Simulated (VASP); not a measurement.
Input of a VASP 6.6.1 run:

File INCAR:

```
SYSTEM = Ta3AsAu2O13
PREC = Accurate ; ENCUT = 520
EDIFF = 1E-6 ; ISMEAR = 0
SIGMA = 0.1 ; LREAL = .FALSE.
LASPH = .TRUE. ; NELM = 120
ALGO = Normal ; ISIF = 3
LWAVE = .FALSE. ; LCHARG = .FALSE.
GGA = PE ; IBRION = 2
NSW = 90 ; EDIFFG = -0.01
KPAR = 8
```

File KPOINTS:

```
regular mesh
0
G
  8 8 4
  0 0 0
```

File POSCAR:

```
Ta3AsAu2O13
1.0
    6.7402326400     -1.9370000000      0.0000000000
    6.7402326400      1.9370000000      0.0000000000
   -1.9616860000      0.0000000000     10.2766530100
Ta As Au O
3 1 2 13
Direct
    0.7101824400      0.7101824400      0.3665165300
    0.6423045600      0.6423045600      0.9893822500
    0.3572817100      0.3572817100      0.0078932200
    0.2899193700      0.2899193700      0.6385505900
    0.4049421400      0.4049421400      0.3818368900
    0.5957523300      0.5957523300      0.6227364300
    0.6692488600      0.6692488600      0.1868464100
    0.5879581700      0.5879581700      0.4307162500
    0.2245090300      0.2245090300      0.3978416200
    0.3263107200      0.3263107200      0.8044301400
    0.4077284300      0.4077284300      0.5775179700
    0.7771379800      0.7771379800      0.5944406000
    0.3861433200      0.3861433200      0.1876951200
    0.8671415600      0.8671415600      0.3815672700
    0.6115460100      0.6115460100      0.8122326400
    0.1442462100      0.1442462100      0.6260082300
    0.4996008600      0.4996008600      0.9978601100
    0.1867668700      0.1867668700      0.9998130700
    0.8121532100      0.8121532100      0.9964950100
```

Potentials or basis: VASP PAW PBE potentials, release 64 (Ta_pv, As, Au, O).

Run with:

```bash
$ cat potpaw_PBE.64/Ta_pv/POTCAR potpaw_PBE.64/As/POTCAR potpaw_PBE.64/Au/POTCAR potpaw_PBE.64/O/POTCAR > POTCAR
$ mpirun -np 8 vasp_std > vasp.out
```

Task: Predict the relaxed cell.

Result: a = 7.065 Å, b = 7.065 Å, c = 10.521 Å, α = 99.38°, β = 99.38°, γ = 31.61°.

Task: What does it give for the relaxed volume?

Result: 14.28 Å³/atom.

Task: What does it give for the space group after relaxing (to 0.05 Å)?

Result: Cm (No. 8).

Task: What does it give for the band gap on the k mesh?

Result: None (metal or under the smearing width).

Step by step:
```
step  energy change (eV)  largest force (eV/Å)  pressure (GPa)  volume (Å³)
   1              0.0000                0.7284            1.00       268.34
   3             -0.0372                0.4964            0.28       269.67
   5             -0.0769                0.5156           -0.84       272.16
   7             -0.1146                0.3669            0.16       271.01
   9             -0.1571                0.6389            0.86       270.54
  11             -0.1854                0.3442           -0.14       271.95
  13             -0.2004                0.3370           -0.21       272.09
  15             -0.2128                0.6250            0.04       271.38
  17             -0.2234                0.3627            0.20       270.83
  19             -0.2302                0.2325           -0.02       271.27
  21             -0.2335                0.1459           -0.19       271.45
  23             -0.2361                0.1449            0.13       270.96
  25             -0.2381                0.1080            0.18       270.94
  27             -0.2397                0.0758           -0.14       271.41
  29             -0.2410                0.0823           -0.06       271.38
  31             -0.2417                0.0812            0.02       271.16
  33             -0.2421                0.0404            0.09       271.09
  35             -0.2424                0.0325           -0.03       271.28
  37             -0.2426                0.0394           -0.08       271.35
  39             -0.2429                0.0394            0.04       271.22
  41             -0.2430                0.0299            0.00       271.26
  43             -0.2431                0.0228            0.00       271.28
  45             -0.2432                0.0128           -0.02       271.29
  47             -0.2432                0.0135           -0.01       271.27
  49             -0.2432                0.0137            0.02       271.22
  51             -0.2432                0.0174            0.03       271.21
  52             -0.2433                0.0096            0.02       271.23
```

The run has no spin-orbit coupling, so splittings on Au, Ta are missing.
